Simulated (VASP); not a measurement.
Method: PBE GGA, VASP's PBE PAW potentials (set 64) (plane waves; VASP 6.6.1).

VASP input:

### INCAR
```
SYSTEM = WSi2
PREC = Accurate; ENCUT = 350; LREAL = .False.
LASPH = .True.
EDIFF = 1E-6; NELM = 100; ALGO = Normal
LMAXMIX = 6
ISMEAR = 1; SIGMA = 0.1
GGA = PE
ISIF = 2
LWAVE = .False.; LCHARG = .False.
```

POSCAR:
```
WSi2
1
   -1.6371000000     1.6371000000     3.9933000000
    1.6371000000    -1.6371000000     3.9933000000
    1.6371000000     1.6371000000    -3.9933000000
Si W
2 1
Direct
  0.6650000000   0.6650000000   0.0000000000
  0.3350000000   0.3350000000   0.0000000000
  0.0000000000   0.0000000000   0.0000000000
```

KPOINTS:
```
Automatic mesh
0
Gamma
12 12 12
0 0 0
```

POTCAR, in this order: Si W_sv (PBE.64 set). Program: vasp_std.

What VASP printed:

### OUTCAR
```
 ion  position               nearest neighbor table
   1  0.665  0.665  0.000-   2 2.64   3 2.66   3 2.66   3 2.66   3 2.66   3 2.68   2 2.68   2 2.68
                             2 2.68   2 2.68
   2  0.335  0.335  0.000-   1 2.64   3 2.66   3 2.66   3 2.66   3 2.66   3 2.68   1 2.68   1 2.68
                             1 2.68   1 2.68
   3  0.000  0.000  0.000-   1 2.66   2 2.66   1 2.66   2 2.66   1 2.66   2 2.66   2 2.66   1 2.66
                             1 2.68   2 2.68
  LATTYP: Found a body centered tetragonal cell.
 ALAT       =     3.2742000000
 C/A-ratio  =     2.4392523364
 Subroutine PRICEL returns:
 Original cell was already a primitive cell.
 Subroutine GETGRP returns: Found 16 space group operations
The static configuration has the point symmetry D_4h.
The dynamic configuration has the point symmetry D_4h.
 Subroutine INISYM returns: Found 16 space group operations
 Subroutine IBZKPT returns following result:
 Found    163 irreducible k-points:

 Following reciprocal coordinates:
            Coordinates               Weight
  0.000000  0.000000  0.000000      1.000000
  0.083333  0.000000  0.000000      8.000000
  0.166667  0.000000  0.000000      8.000000
  0.250000  0.000000 -0.000000      8.000000
  0.333333  0.000000  0.000000      8.000000
  0.416667  0.000000  0.000000      8.000000
  0.500000  0.000000 -0.000000      4.000000
  0.083333  0.083333  0.000000      8.000000
  0.166667  0.083333  0.000000     16.000000
  0.250000  0.083333 -0.000000     16.000000
  0.333333  0.083333  0.000000     16.000000
  0.416667  0.083333  0.000000     16.000000
  0.500000  0.083333 -0.000000     16.000000
 -0.416667  0.083333  0.000000     16.000000
 -0.333333  0.083333  0.000000     16.000000
 -0.250000  0.083333  0.000000     16.000000
 -0.166667  0.083333  0.000000     16.000000
 -0.083333  0.083333  0.000000      4.000000
  0.166667  0.166667  0.000000      8.000000
...
```

### OSZICAR
```
       N       E                     dE             d eps       ncg     rms          rms(c)
DAV:   1     0.976812914538E+02    0.97681E+02   -0.88980E+03  4898   0.111E+03
DAV:   2    -0.225361399791E+02   -0.12022E+03   -0.11866E+03  5744   0.295E+02
DAV:   3    -0.256700785444E+02   -0.31339E+01   -0.30805E+01  6458   0.437E+01
DAV:   4    -0.256921960613E+02   -0.22118E-01   -0.22087E-01  5555   0.429E+00
DAV:   5    -0.256924789333E+02   -0.28287E-03   -0.28286E-03  6577   0.469E-01    0.227E+01
DAV:   6    -0.248755086911E+02    0.81697E+00   -0.56150E+00  5863   0.167E+01    0.717E+00
DAV:   7    -0.247886092824E+02    0.86899E-01   -0.44844E-01  5611   0.381E+00    0.438E+00
DAV:   8    -0.247621156119E+02    0.26494E-01   -0.64535E-02  6227   0.220E+00    0.309E-01
DAV:   9    -0.247617266627E+02    0.38895E-03   -0.15695E-03  5919   0.317E-01    0.190E-01
DAV:  10    -0.247616477290E+02    0.78934E-04   -0.39271E-04  6108   0.193E-01    0.338E-02
DAV:  11    -0.247616386787E+02    0.90503E-05   -0.51450E-05  6080   0.583E-02    0.151E-02
DAV:  12    -0.247616383523E+02    0.32647E-06   -0.22465E-06  4365   0.100E-02
   1 F= -.24761638E+02 E0= -.24761722E+02  d E =0.250088E-03
```

File OUTCAR:
```
------------------------ aborting loop because EDIFF is reached ----------------------------------------
  FORCE on cell =-STRESS in cart. coord.  units (eV):
  Direction    XX          YY          ZZ          XY          YZ          ZX
  --------------------------------------------------------------------------------------
  Total       -2.2074798     -2.2074798     -2.5593204      0.0000000      0.0000000      0.0000000
  in kB      -82.6161541    -82.6161541    -95.7839826      0.0000000      0.0000000      0.0000000
  external PRESSURE =     -87.0054303 kB  Pullay stress =       0.0000000 kB
  volume of cell :       42.81
      direct lattice vectors                 reciprocal lattice vectors
    -1.637100000  1.637100000  3.993300000     0.000000000  0.305418117  0.125209726
     1.637100000 -1.637100000  3.993300000     0.305418117  0.000000000  0.125209726
     1.637100000  1.637100000 -3.993300000     0.305418117  0.305418117  0.000000000
 POSITION                                       TOTAL-FORCE (eV/Angst)
 -----------------------------------------------------------------------------------
      0.00000      0.00000      5.31109        -0.000000     -0.000000     -0.022896
      0.00000      0.00000      2.67551         0.000000      0.000000      0.022896
      0.00000      0.00000      0.00000         0.000000      0.000000      0.000000
 -----------------------------------------------------------------------------------
    total drift:                                0.000000      0.000000     -0.000000
  FREE ENERGIE OF THE ION-ELECTRON SYSTEM (eV)
  ---------------------------------------------------
  free  energy   TOTEN  =       -24.7616383523 eV

  energy  without entropy=      -24.7618884406  energy(sigma->0) =      -24.76172172
```
(Selected blocks of OUTCAR.)

The compound is WSi2 in the MoSi2 type structure. The cell was not relaxed at this level. The run is one of a series of settings (ENCUT = 350 against the base run), some of them coarse on purpose.
